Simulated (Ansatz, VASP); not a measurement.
# CuF2 (CuF2 monolayer): VASP beside Ansatz, part 3 of 3

One calculation is typed for both programs; each brings its own data sets. How far apart do they land? The cell is taken from a series of runs on this material, whose earlier steps may have relaxed, scaled, displaced or heated it; both programs get it as it stands.

VASP 6.6.1 and Ansatz 0.2.0.

So far: Set-up; Ansatz: single point, LDA, DFT+U, pair 1; VASP: single point, LDA, DFT+U, pair 1; Differences.

**5. Ansatz: single point, LDA, DFT+U, pair 2**

Level of this step: Ansatz beside VASP: Kohn-Sham DFT, plane waves, LDA, DFT+U (Ansatz).

A single point takes one fixed geometry, so differences don't come from the geometry; what else differs is listed under the comparison.

The cell is taken from a series of runs on this material, whose earlier steps may have relaxed, scaled, displaced or heated it; both programs get it as it stands.

The input, input.yaml:

```yaml
crystal:
  lattice:
    - [3.732798, 3.732798, 0.0]
    - [0.0, 11.198394, 0.0]
    - [0.0, 0.0, 15.0]
  atoms:
    - { symbol: Cu, position: [0.0, 0.0, 0.5], spin: 1.0 }
    - { symbol: Cu, position: [0.0, 0.333333333, 0.5], spin: 1.0 }
    - { symbol: Cu, position: [0.0, 0.666666667, 0.5], spin: 1.0 }
    - { symbol: F, position: [0.5, 0.833333333, 0.5] }
    - { symbol: F, position: [0.5, 0.166666667, 0.5] }
    - { symbol: F, position: [0.5, 0.5, 0.5] }
    - { symbol: F, position: [0.0, 0.166666667, 0.5] }
    - { symbol: F, position: [0.0, 0.5, 0.5] }
    - { symbol: F, position: [0.0, 0.833333333, 0.5] }
magnetization:
  spin_polarized: true
kpoints:
  mp_grid: { grid: [9, 6, 1] }
hamiltonian:
  xc: lda
  hubbard:
    sites:
      - { species: Cu, l: d, u_eff: 4.5 }
      - { site: 0, l: d, u_eff: 4.5, starting_ns: [{ spin: up, occupation_matrix: cu1_major }, { spin: down, occupation_matrix: cu1_minor }] }
      - { site: 1, l: d, u_eff: 4.5, starting_ns: [{ spin: up, occupation_matrix: cu1_major }, { spin: down, occupation_matrix: cu1_minor }] }
      - { site: 2, l: d, u_eff: 4.5, starting_ns: [{ spin: up, occupation_matrix: cu1_major }, { spin: down, occupation_matrix: cu1_minor }] }
    projectors: ortho-atomic
    occupation_matrices:
      cu1_major:
        matrix:
          - [0.983, 0.0, 0.0, 0.0, 0.0]
          - [0.0, 0.996, 0.0, 0.0, 0.0]
          - [0.0, 0.0, 0.996, 0.0, 0.0]
          - [0.0, 0.0, 0.0, 0.977, 0.0]
          - [0.0, 0.0, 0.0, 0.0, 0.995]
      cu1_minor:
        matrix:
          - [0.981, 0.0, 0.0, 0.0, 0.0]
          - [0.0, 0.997, 0.0, 0.0, 0.0]
          - [0.0, 0.0, 0.997, 0.0, 0.0]
          - [0.0, 0.0, 0.0, 0.309, 0.0]
          - [0.0, 0.0, 0.0, 0.0, 0.996]
scf:
  occupations: { method: fermi_dirac, width: 0.05 }
output:
  eigenvalues: true
```

Launch:

```sh
ansatz run input.yaml --threads 4 --pin off --max-ram 8192MiB --backend cpu --events-out ev --progress --plain --runs-dir out
```

Numbers of over 12 decimals in the logs are rounded to 6 here.

What it wrote:

```text
[...]
Crystal: 9 atoms, lattice volume = 627.020 Å³
Basis set: ecut = 420 eV, 12229 PW (Γ)
Bands: 62, of which v1, the nominal top of the filled ones, is band 50 counted from 1 (49 counted from 0)
Symmetry: 24 space group operations
[...]
k-points: 20 of 54
[...]
Starting moments: Σ|m| = 3 μB on 3 of 9 sites
[...]
k-point 1 ↑: bands = [... 46 lower, -6.7238, -6.6094, -6.4104, -5.9530, -5.0815, -0.7074, 1.3217, 1.3678, ... 8 higher]
  k-point 2 ↑: bands = [... 46 lower, -6.5942, -6.5644, -6.3572, -6.2939, -4.7961, -0.3897, 0.6846, 1.4606, ... 8 higher]
  k-point 19 ↓: bands = [... 46 lower, -6.3157, -6.3157, -3.8646, -3.8646, -3.8435, 0.7727, 1.9788, 2.0185, ... 8 higher]
Occupation matrices written to <dir>
[key lines of the parts left out:]
SCF converged after 17 iterations
Magnetization: 2.7363 μB (50.8682 up, 48.1318 down)
Free energy (F): -24421.366003 eV
Fermi energy:    -4.914323 eV
```

**6. VASP: single point, LDA, DFT+U, pair 2**

The same cell, functional (in two slightly different forms), mesh and smearing now go to VASP, with its own data sets.

The input, INCAR:

```
SYSTEM = CuF2
PREC = Accurate
ENCUT = 520
EDIFF = 1E-06
NELM = 200
ISMEAR = -1
SIGMA = 0.05
LREAL = .FALSE.
ALGO = Normal
GGA = PW92
NBANDS = 53
ISPIN = 2
MAGMOM = 0.7 0.7 0.7 0.09 0.09 0.09 0.09 0.09 0.09
LDAU = .TRUE.
LDAUTYPE = 2
LDAUL = 2 -1
LDAUU = 4.5 0
LDAUJ = 0 0
LDAUPRINT = 1
LASPH = .TRUE.
LMAXMIX = 4
LORBIT = 11
LWAVE = .FALSE.
LCHARG = .FALSE.
ISIF = 2
GGA_COMPAT = .FALSE.
KPAR = 2
```

The input, POSCAR:

```
CuF2
1.0
    3.7327980000      3.7327980000      0.0000000000
    0.0000000000     11.1983940000      0.0000000000
    0.0000000000      0.0000000000     15.0000000000
Cu F
3 6
Direct
    0.0000000000      0.0000000000      0.5000000000
    0.0000000000      0.3333333333      0.5000000000
    0.0000000000      0.6666666667      0.5000000000
    0.5000000000      0.8333333333      0.5000000000
    0.5000000000      0.1666666667      0.5000000000
    0.5000000000      0.5000000000      0.5000000000
    0.0000000000      0.1666666667      0.5000000000
    0.0000000000      0.5000000000      0.5000000000
    0.0000000000      0.8333333333      0.5000000000
```

The input, KPOINTS:

```
Automatic mesh
0
Gamma
9 6 1
0 0 0
```

PAW data sets: Cu and F (LDA family, release 64).

Launch:

```sh
mpirun -np 2 vasp_std
```

What it wrote:

```text
[banner, memory and clock lines left out]
running    2 mpi-ranks, on    1 nodes
[...]
[... a notice as in an earlier step ...]

 LDA part: xc-table for (Slater(with rela. corr.)+PW92), standard interpolation
 POSCAR, INCAR and KPOINTS ok, starting setup
[...]
entering main loop
       N       E                     dE             d eps       ncg     rms          rms(c)
DAV:   1     0.833670680113E+03    0.83367E+03   -0.28142E+04  4240   0.115E+03
DAV:   2     0.136740304624E+03   -0.69693E+03   -0.61912E+03  5169   0.304E+02
DAV:   3    -0.324359292195E+02   -0.16918E+03   -0.16602E+03  5891   0.178E+02
DAV:   4    -0.421267417808E+02   -0.96908E+01   -0.96672E+01  5891   0.580E+01
[...]
DAV:  24    -0.359606721210E+02   -0.42885E-05   -0.23810E-07  3440   0.412E-03    0.636E-04
DAV:  25    -0.359606751495E+02   -0.30285E-05   -0.15911E-07  3060   0.313E-03    0.529E-04
DAV:  26    -0.359606757861E+02   -0.63652E-06   -0.69984E-08  3253   0.400E-03
   1 F= -.35960676E+02 E0= -.35960134E+02  d E =-.108317E-02  mag=     2.9951
```

OUTCAR, selected parts (step 6):

```text
  Total       -6.6217174     -6.6217174     -0.2566195      0.0008616      0.0000000      0.0000000
  in kB      -16.9199756    -16.9199756     -0.6557205      0.0022016      0.0000000      0.0000000
  external PRESSURE =     -11.4985572 kB  Pullay stress =       0.0000000 kB

 POSITION                                       TOTAL-FORCE (eV/Angst)
 -----------------------------------------------------------------------------------
      0.00000      0.00000      7.50000        -0.000000      0.000000      0.000000
      0.00000      3.73280      7.50000        -0.000000      0.000000      0.000000
      0.00000      7.46560      7.50000        -0.000000      0.000000     -0.000000
      1.86640     11.19839      7.50000        -0.000000      0.000000      0.000000
      1.86640      3.73280      7.50000         0.000000     -0.000000      0.000000
      1.86640      7.46560      7.50000        -0.000000     -0.000000      0.000000
      0.00000      1.86640      7.50000        -0.000000      0.000000     -0.000000
      0.00000      5.59920      7.50000        -0.000000     -0.000000     -0.000000
      0.00000      9.33199      7.50000        -0.000000      0.000000     -0.000000
 -----------------------------------------------------------------------------------
    total drift:                               -0.000000      0.000000      0.000000

  FREE ENERGIE OF THE ION-ELECTRON SYSTEM (eV)
  ---------------------------------------------------
  free  energy   TOTEN  =       -35.9606757861 eV

  energy  without entropy=      -35.9595926165  energy(sigma->0) =      -35.96013420

 magnetization (x)
# of ion       s       p       d       tot
------------------------------------------
    1        0.011   0.010   0.792   0.813
    2        0.011   0.010   0.792   0.813
    3        0.011   0.010   0.792   0.813
    4        0.006   0.084   0.000   0.091
    5        0.006   0.084   0.000   0.091
    6        0.006   0.084   0.000   0.091
    7        0.006   0.084   0.000   0.091
    8        0.006   0.084   0.000   0.091
    9        0.006   0.084   0.000   0.091
--------------------------------------------------
tot          0.071   0.538   2.375   2.984

[... 1 part as in an earlier step ...]

[... 2 further parts left out ...]
[key lines of the parts left out:]
E-fermi :  -5.5252
```

**7. Differences**

What differs besides the data sets and the points named for the pairs above, as far as they apply: the data sets hold 99 valence electrons in Ansatz (on its default PAW (the set named soft_2) files) and 75 in VASP. Total energies have different zeros and are not compared.

The two programs side by side:

```csv
quantity,Ansatz,VASP,difference
total moment (μB),2.74,3.00,-0.26
moment on Cu1 (μB),0.70,0.81,-0.11
moment on Cu2 (μB),0.70,0.81,-0.11
moment on Cu3 (μB),0.70,0.81,-0.11
moment on F4 (μB),0.09,0.09,0.00
moment on F5 (μB),0.09,0.09,0.00
moment on F6 (μB),0.09,0.09,0.00
moment on F7 (μB),0.09,0.09,0.00
moment on F8 (μB),0.09,0.09,0.00
```

Where the cell holds vacuum, a pressure given here is an average over it and none of the material. The two runs ended with unlike total or site moments, perhaps in different magnetic states; the other differences may follow from that, so they don't measure the programs' precision.

**8. Outcome**

```json
{
  "difference in total moment (single point, LDA, DFT+U, pair 1)": "-3.8e-4 μB",
  "difference in total moment (single point, LDA, DFT+U, pair 2)": "-0.26 μB"
}
```

In words: The difference in total moment is -3.8e-4 μB (single point, LDA, DFT+U, pair 1). The data sets hold unlike numbers of valence electrons (99 in Ansatz and 75 in VASP), so part of the differences may come from the potentials. The runs of the single point, LDA, DFT+U, pair 2 pair ended with unlike moments, so it says little about numerical agreement. What causes the difference of the single point, LDA, DFT+U, pair 2 pair stays open here. Pairs 1 and 2 hold one cell, so they aren't independent. How closely two codes agree says nothing of how well the functional describes the real material.

[Lines on the potential files, build, host, timing and source positions are cut from VASP's logs without a mark.]

[Logs are printed without paths, hosts, clocks, repeated set-up lines and the standing remarks that a program may print on its own settings, such as how far it seeks lower states.]

[Hosts, paths, dates, database ids (printed as entryN), source tags and the programs' standing remarks are cut or masked in the printed files.]
